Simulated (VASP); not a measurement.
The system is NaLaMnMoO6.

```
Na La Mn Mo O
1.0
     5.60000    0.00000    0.00000
     0.00000    5.65000    0.00000
    -5.59260    0.00000    8.09812
Na La Mn Mo O
2 2 2 2 12
Direct
  0.24000 0.71000 0.25000
  0.24000 0.29000 0.75000
  0.76000 0.79000 0.75000
  0.76000 0.21000 0.25000
  0.50000 0.25000 0.50000
  0.50000 0.75000 0.00000
  0.00000 0.75000 0.50000
  0.00000 0.25000 0.00000
  0.24000 0.94500 0.45500
  0.76000 0.55500 0.54500
  0.68300 0.77000 0.26300
  0.31700 0.73000 0.73700
  0.14500 0.46500 0.45000
  0.85500 0.03500 0.55000
  0.76000 0.44500 0.04500
  0.24000 0.05500 0.95500
  0.31700 0.27000 0.23700
  0.68300 0.23000 0.76300
  0.85500 0.96500 0.05000
  0.14500 0.53500 0.95000
```

The cell was built by a generator and needn't be a form met in nature.

| Property | Result |
| --- | --- |
| Program | VASP 6.6.1 |
| Task | relaxation of cell and atoms |
| Functional | PBE |
| Potentials or basis | VASP PAW PBE potentials, release 64 (Na_pv, La, Mn_pv, Mo_sv, O) |
| Cutoff | 520 eV |
| k mesh | 3 × 3 × 2 |
| Occupations | gaussian, width 0.15 eV |
| Spin | collinear spin, ferromagnetic start |
| Starting moments | [0.0, 0.0, 0.0, 0.0, 4.0, 4.0, 1.0, 1.0, 0.0, 0.0, 0.0, 0.0, 0.0, 0.0, 0.0, 0.0, 0.0, 0.0, 0.0, 0.0] μB |

At the start: pressure -6.4 GPa; volume 12.81 Å³/atom.

How do energy, volume and symmetry change on relaxing?

Over 17 steps the energy falls by 19.9 meV/atom and the volume is 12.30 Å³/atom (-4.0 %); space group Pc (No. 7, to 0.05 Å); moment 9.17 μB per cell.

Step by step:
```
step  energy change (eV)  largest force (eV/Å)  pressure (GPa)  volume (Å³)
   1              0.0000                0.7617           -6.43       256.22
   2              0.0600                1.1875            8.80       237.63
   3             -0.2480                0.3745            0.32       247.18
   4             -0.3051                0.2353            0.06       246.87
   5             -0.3278                0.2205           -0.12       246.58
   6             -0.3288                0.2284           -0.18       246.52
   7             -0.3479                0.2464            0.24       245.86
   8             -0.3491                0.3569            0.35       245.68
   9             -0.3650                0.2228            0.05       245.94
  10             -0.3764                0.1534           -0.38       246.32
  11             -0.3846                0.1206            0.27       245.53
  12             -0.3851                0.1299            0.41       245.37
  13             -0.3927                0.1011            0.13       245.65
  14             -0.3946                0.0976            0.14       245.76
  15             -0.3959                0.1295           -0.12       245.99
  16             -0.3959                0.1455            0.00       245.93
  17             -0.3981                0.0793           -0.17       246.03
```

Final structure:
```
CELL_PARAMETERS angstrom
5.54082 0.00000 0.00224
0.00000 5.68635 0.00000
-5.53024 0.00000 7.80646
ATOMIC_POSITIONS crystal
Na 0.24128 0.71465 0.24816
Na 0.24128 0.28535 0.74816
La 0.75709 0.80041 0.74654
La 0.75709 0.19959 0.24654
Mn 0.50327 0.25782 0.49874
Mn 0.50327 0.74218 0.99874
Mo 0.99976 0.73958 0.49813
Mo 0.99976 0.26042 0.99813
O 0.23988 0.94872 0.46452
O 0.76081 0.54990 0.54325
O 0.68312 0.76861 0.25681
O 0.32595 0.72742 0.74448
O 0.15141 0.46290 0.45742
O 0.83742 0.02117 0.54196
O 0.76081 0.45010 0.04325
O 0.23988 0.05128 0.96452
O 0.32595 0.27258 0.24448
O 0.68312 0.23139 0.75681
O 0.83742 0.97883 0.04196
O 0.15141 0.53710 0.95742
```

Caveat: the k mesh is coarse (spacing up to 0.45 Å⁻¹), so the values aren't converged; only a ferromagnetic start was run, and an antiferromagnetic order may lie lower in energy.
